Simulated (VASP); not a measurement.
Level of theory: AM05 GGA, VASP's PBE PAW potentials (set 64) (plane waves; VASP).

VASP input:

INCAR:
```
PREC=Accurate
LASPH=.TRUE.   ! aspherical one-centre terms
ALGO=Normal   ! blocked Davidson
SYSTEM=MgZr2
EDIFF=1E-6
LMAXMIX=4
LREAL=.FALSE.
LCHARG=.FALSE.
ENCUT=400   ! plane-wave cut-off (eV)
LWAVE=.FALSE.
SIGMA=0.1   ! width (eV)
GGA=AM   ! AM05
ISMEAR=1   ! Methfessel-Paxton
ISIF=2   ! forces and stress, cell fixed
NELM=100
```

File KPOINTS:
```
Automatic mesh
0
Gamma
10 10 10
0 0 0
```

**POSCAR**
```
MgZr2
7.9973970
  0.2021313935   0.1167005965   0.9723805133
 -0.2021313935   0.1167005965   0.9723805133
  0.0000000000  -0.2334011929   0.9723805133
Mg Zr
1 2
Cart
  0.0000000000   0.0000000000   0.0000000000
  0.0000000000  -0.0000000000   0.6401083681
  0.0000000000   0.0000000000   2.2770331718
```

POTCAR, in this order: Mg Zr_sv (PBE.64 set). Program: vasp_std.

Output of the run:

OSZICAR:
```
       N       E                     dE             d eps       ncg     rms          rms(c)
DAV:   1     0.191629373191E+03    0.19163E+03   -0.12394E+04  4080   0.118E+03
DAV:   2    -0.451460987998E+01   -0.19614E+03   -0.19420E+03  4891   0.354E+02
DAV:   3    -0.197812306355E+02   -0.15267E+02   -0.15078E+02  7354   0.693E+01
DAV:   4    -0.202517707887E+02   -0.47054E+00   -0.46978E+00  4733   0.129E+01
DAV:   5    -0.202671947558E+02   -0.15424E-01   -0.15415E-01  6097   0.179E+00    0.141E+01
DAV:   6    -0.193529121847E+02    0.91428E+00   -0.19688E+00  4003   0.105E+01    0.541E+00
DAV:   7    -0.191715234012E+02    0.18139E+00   -0.69694E-01  5088   0.609E+00    0.106E+00
DAV:   8    -0.191698339571E+02    0.16894E-02   -0.35274E-02  5906   0.135E+00    0.614E-01
DAV:   9    -0.191697231913E+02    0.11077E-03   -0.11193E-02  4360   0.105E+00    0.927E-02
DAV:  10    -0.191695280331E+02    0.19516E-03   -0.97542E-04  4472   0.228E-01    0.254E-02
DAV:  11    -0.191695346520E+02   -0.66189E-05   -0.50796E-05  5505   0.653E-02    0.105E-02
DAV:  12    -0.191695345377E+02    0.11425E-06   -0.60451E-06  4146   0.178E-02
   1 F= -.19169535E+02 E0= -.19170059E+02  d E =0.157234E-02
```

### OUTCAR
```
------------------------ aborting loop because EDIFF is reached ----------------------------------------
  FORCE on cell =-STRESS in cart. coord.  units (eV):
  Direction    XX          YY          ZZ          XY          YZ          ZX
  --------------------------------------------------------------------------------------
  Total       -1.1495311     -1.1495307     -0.9825032      0.0000000      0.0000000      0.0000000
  in kB      -26.1632080    -26.1631999    -22.3616705      0.0000000      0.0000000      0.0000000
  external PRESSURE =     -24.8960261 kB  Pullay stress =       0.0000000 kB
  volume of cell :       70.39
      direct lattice vectors                 reciprocal lattice vectors
     1.616525000  0.933301000  7.776513000     0.309305455  0.178577615  0.042864113
    -1.616525000  0.933301000  7.776513000    -0.309305455  0.178577615  0.042864113
     0.000000000 -1.866602000  7.776513000     0.000000000 -0.357155230  0.042864113
 POSITION                                       TOTAL-FORCE (eV/Angst)
 -----------------------------------------------------------------------------------
      0.00000      0.00000      0.00000         0.000000     -0.000000     -0.000000
      0.00000      0.00000      5.11920         0.000000     -0.000000     -0.155416
      0.00000      0.00000     18.21034         0.000000      0.000000      0.155416
 -----------------------------------------------------------------------------------
    total drift:                               -0.000000     -0.000000      0.000000
  FREE ENERGIE OF THE ION-ELECTRON SYSTEM (eV)
  ---------------------------------------------------
  free  energy   TOTEN  =       -19.1695345377 eV

  energy  without entropy=      -19.1711068815  energy(sigma->0) =      -19.17005865
```
(Selected blocks of OUTCAR.)

**OUTCAR**
```
 val. band max:        6.5663954063   @ k =  -0.3000   0.3000   0.3000

 cond. band min:       6.5796731122   @ k =   0.4000   0.4000   0.2000


 Fermi energy:         6.5789320926

 k-point     1 :       0.0000    0.0000    0.0000
  band No.  band energies     occupation
      1     -42.2183      2.00000
      2     -42.1111      2.00000
      3     -20.6444      2.00000
      4     -20.0239      2.00000
      5     -19.8922      2.00000
      6     -19.8922      2.00000
      7     -19.7925      2.00000
      8     -19.7925      2.00000
      9       0.5420      2.00000
     10       3.0673      2.00000
     11       3.2888      2.00000
     12       5.7149      2.00000
     13       7.4445     -0.00000
     14       7.4445     -0.00000
     15       7.5019     -0.00000
     16       7.6882     -0.00000
     17       7.6882     -0.00000

 k-point     2 :       0.1000    0.0000    0.0000
  band No.  band energies     occupation
      1     -42.2081      2.00000
      2     -42.1055      2.00000
      3     -20.6262      2.00000
      4     -20.0622      2.00000
      5     -19.9242      2.00000
      6     -19.9118      2.00000
      7     -19.8554      2.00000
      8     -19.8036      2.00000
      9       0.7746      2.00000
     10       3.2705      2.00000
     11       3.5255      2.00000
     12       5.7053      2.00000
     13       7.1257     -0.00000
     14       7.3387     -0.00000
     15       7.5524     -0.00000
     16       7.6717     -0.00000
     17       7.8718     -0.00000

 k-point     3 :       0.2000    0.0000    0.0000
  band No.  band energies     occupation
      1     -42.1807      2.00000
      2     -42.0913      2.00000
      3     -20.5814      2.00000
      4     -20.2046      2.00000
      5     -20.0168      2.00000
      6     -19.9614      2.00000
      7     -19.9594      2.00000
      8     -19.8335      2.00000
      9       1.4300      2.00000
     10       3.7725      2.00000
     11       4.0734      2.00000
...
```

The structure comes from a computed database's MgZr2 entry (R-3m); how it stands against other phases isn't given here. The cell was not relaxed at this level. The run is one of a series of settings (GGA = AM against the base run), some of them coarse on purpose.
